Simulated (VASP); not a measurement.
Calculation: LDA (Ceperley-Alder, Perdew-Zunger), VASP's LDA PAW potentials (set 64) (plane waves; VASP).

VASP ran on this input.

KPOINTS:
```
Regular mesh
0
G
 6 6 3
```

POSCAR:
```
ScAgSe2
1
    3.8177795399     0.0000000000     0.0000000000
   -1.9088897700     3.3062936048     0.0000000000
    0.0000000000     0.0000000000     6.3637962164
Sc Ag Se
1 1 2
Direct
  0.0000000000   0.0000000000   0.0000000000
  0.0000000000   0.0000000000   0.5000000000
  0.3333330000   0.6666670000   0.2395608549
  0.6666670000   0.3333330000   0.7604391451
```

**INCAR**
```
# general
SYSTEM  = ScAgSe2
PREC    = Accurate
ENCUT   = 530
LREAL   = .False.   # projection in real space or not
LASPH   = .True.   # aspherical one-centre terms

# electronic loop
EDIFF   = 1E-7
NELM    = 100   # most electronic steps
ALGO    = Normal   # blocked Davidson
LMAXMIX = 4   # l cut-off of mixed one-centre charges

# smearing
ISMEAR  = 0   # Gaussian
SIGMA   = 0.05   # width (eV)

# ions
IBRION  = 6
NSW     = 1   # most ionic steps
ISIF    = 3   # ions, shape and volume
POTIM   = 0.015
NFREE   = 2

# output
LWAVE   = .False.
LCHARG  = .False.

# other
KBLOWUP = .False.
```

POTCAR, in this order: Sc_sv Ag Se (LDA.64 set). Program: vasp_std.

The run wrote:

File OUTCAR:
```


   1 f  =    7.924823 THz    49.793133 2PiTHz  264.343652 cm-1    32.774421 meV
             X         Y         Z           dx          dy          dz
      0.000000  0.000000  0.000000     0.000000   -0.000000   -0.910969
      0.000000  0.000000  3.181898     0.000000   -0.000000    0.105436
     -0.000002  2.204197  1.524516     0.000000   -0.000000    0.281975
      1.908892  1.102097  4.839280    -0.000000    0.000000    0.281975

   2 f  =    5.468522 THz    34.359739 2PiTHz  182.410270 cm-1    22.615981 meV
             X         Y         Z           dx          dy          dz
      0.000000  0.000000  0.000000     0.000000    0.000000    0.000000
      0.000000  0.000000  3.181898     0.000000    0.000000   -0.000000
     -0.000002  2.204197  1.524516    -0.000000    0.000000    0.707107
      1.908892  1.102097  4.839280    -0.000000    0.000000   -0.707107

   3 f  =    5.309927 THz    33.363256 2PiTHz  177.120104 cm-1    21.960084 meV
             X         Y         Z           dx          dy          dz
      0.000000  0.000000  0.000000    -0.848628    0.000046   -0.000000
      0.000000  0.000000  3.181898    -0.084823    0.000005    0.000000
     -0.000002  2.204197  1.524516     0.369212   -0.000020    0.000000
      1.908892  1.102097  4.839280     0.369212   -0.000020   -0.000000

   4 f  =    5.309926 THz    33.363251 2PiTHz  177.120079 cm-1    21.960081 meV
             X         Y         Z           dx          dy          dz
      0.000000  0.000000  0.000000     0.000046    0.848628    0.000000
      0.000000  0.000000  3.181898     0.000005    0.084823    0.000000
     -0.000002  2.204197  1.524516    -0.000020   -0.369212    0.000000
      1.908892  1.102097  4.839280    -0.000020   -0.369212    0.000000

   5 f  =    4.115030 THz    25.855494 2PiTHz  137.262615 cm-1    17.018388 meV
             X         Y         Z           dx          dy          dz
      0.000000  0.000000  0.000000     0.000000    0.000000    0.000000
      0.000000  0.000000  3.181898    -0.000000   -0.000000   -0.000000
     -0.000002  2.204197  1.524516     0.707107   -0.000038   -0.000000
      1.908892  1.102097  4.839280    -0.707107    0.000038    0.000000

   6 f  =    4.115029 THz    25.855490 2PiTHz  137.262596 cm-1    17.018385 meV
             X         Y         Z           dx          dy          dz
      0.000000  0.000000  0.000000    -0.000000   -0.000000    0.000000
      0.000000  0.000000  3.181898    -0.000000   -0.000000   -0.000000
     -0.000002  2.204197  1.524516     0.000038    0.707107    0.000000
      1.908892  1.102097  4.839280    -0.000038   -0.707107    0.000000

   7 f  =    3.465312 THz    21.773199 2PiTHz  115.590376 cm-1    14.331374 meV
             X         Y         Z           dx          dy          dz
      0.000000  0.000000  0.000000    -0.000000   -0.000000    0.159778
      0.000000  0.000000  3.181898     0.000000   -0.000000   -0.801098
     -0.000002  2.204197  1.524516    -0.000000   -0.000000    0.407868
      1.908892  1.102097  4.839280     0.000000    0.000000    0.407868

   8 f  =    2.071957 THz    13.018492 2PiTHz   69.113056 cm-1     8.568923 meV
             X         Y         Z           dx          dy          dz
      0.000000  0.000000  0.000000     0.367571   -0.000020    0.000000
      0.000000  0.000000  3.181898    -0.804397    0.000043    0.000000
     -0.000002  2.204197  1.524516     0.330027   -0.000018    0.000000
      1.908892  1.102097  4.839280     0.330027   -0.000018    0.000000

   9 f  =    2.071957 THz    13.018490 2PiTHz   69.113047 cm-1     8.568922 meV
             X         Y         Z           dx          dy          dz
      0.000000  0.000000  0.000000     0.000020    0.367571   -0.000000
      0.000000  0.000000  3.181898    -0.000043   -0.804397   -0.000000
     -0.000002  2.204197  1.524516     0.000018    0.330027   -0.000000
      1.908892  1.102097  4.839280     0.000018    0.330027   -0.000000

  10 f/i=    0.000768 THz     0.004828 2PiTHz    0.025631 cm-1     0.003178 meV
             X         Y         Z           dx          dy          dz
      0.000000  0.000000  0.000000    -0.000000   -0.000000    0.380272
      0.000000  0.000000  3.181898    -0.000000   -0.000000    0.589173
     -0.000002  2.204197  1.524516    -0.000000   -0.000000    0.504117
      1.908892  1.102097  4.839280    -0.000000   -0.000000    0.504117

  11 f/i=    0.004044 THz     0.025410 2PiTHz    0.134896 cm-1     0.016725 meV
             X         Y         Z           dx          dy          dz
      0.000000  0.000000  0.000000    -0.000134    0.380423    0.000000
      0.000000  0.000000  3.181898    -0.000207    0.588005    0.000000
     -0.000002  2.204197  1.524516    -0.000178    0.504742    0.000000
      1.908892  1.102097  4.839280    -0.000178    0.504742    0.000000

  12 f/i=    0.004044 THz     0.025410 2PiTHz    0.134896 cm-1     0.016725 meV
             X         Y         Z           dx          dy          dz
      0.000000  0.000000  0.000000    -0.380423   -0.000134   -0.000000
      0.000000  0.000000  3.181898    -0.588005   -0.000207   -0.000000
     -0.000002  2.204197  1.524516    -0.504742   -0.000178   -0.000000
      1.908892  1.102097  4.839280    -0.504742   -0.000178   -0.000000

 ELASTIC MODULI CONTR FROM IONIC RELAXATION (kBar)
 Direction    XX          YY          ZZ          XY          YZ          ZX
 --------------------------------------------------------------------------------
 XX         -79.0922     51.8017    -35.2730      0.0000    112.2854     -0.0000
 YY          51.8017    -79.0922    -35.2730      0.0000   -112.2853      0.0000
 ZZ         -35.2730    -35.2730    -91.1805      0.0000      0.0000      0.0000
 XY           0.0000      0.0000      0.0000    -65.4470      0.0000    112.2854
 YZ         112.2854   -112.2853      0.0000      0.0000   -192.6446      0.0000
 ZX          -0.0000      0.0000      0.0000    112.2854      0.0000   -192.6446
 --------------------------------------------------------------------------------

 TOTAL ELASTIC MODULI (kBar)
 Direction    XX          YY          ZZ          XY          YZ          ZX
 --------------------------------------------------------------------------------
 XX        1263.6859    601.0194    640.7310     -0.0000    -11.3454      0.0000
 YY         601.0194   1263.6852    640.7308     -0.0000     11.3454     -0.0000
 ZZ         640.7310    640.7308   1378.8537     -0.0000      0.0000      0.0000
 XY          -0.0000     -0.0000     -0.0000    331.3331     -0.0000    -11.3454
 YZ         -11.3454     11.3454      0.0000     -0.0000    231.7832     -0.0000
 ZX           0.0000     -0.0000      0.0000    -11.3454     -0.0000    231.7833
 --------------------------------------------------------------------------------
```
(Selected blocks of OUTCAR.)

The structure comes from a computed database's ScAgSe2 entry (P-3m1); how it stands against other phases isn't given here. It was relaxed first, which changed the volume by -8 %.
